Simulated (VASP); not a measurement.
SnC3 (ordered alloy on diamond lattice): gaps by functional in VASP

```
C Sn
1.0
     1.56695    0.90468    5.17135
    -1.56695    0.90468    5.17135
     0.00000   -1.80936    5.17135
C Sn
3 1
Direct
  0.01426 0.01426 0.01426
  0.47755 0.47755 0.47755
  0.38333 0.38333 0.38333
  0.87486 0.87486 0.87486
```

All runs share this cell. Band v is the last that the valence electrons fill when counted band by band, and c is the next. A negative gap between them is a band overlap, as in a metal.

```tsv
level	gap (eV)	least direct gap (eV)	pressure (GPa)
PBE	-0.01	0.00	2.7
LDA	0.14	0.14	-6.7
PBEsol	0.02	0.02	-2.6
```
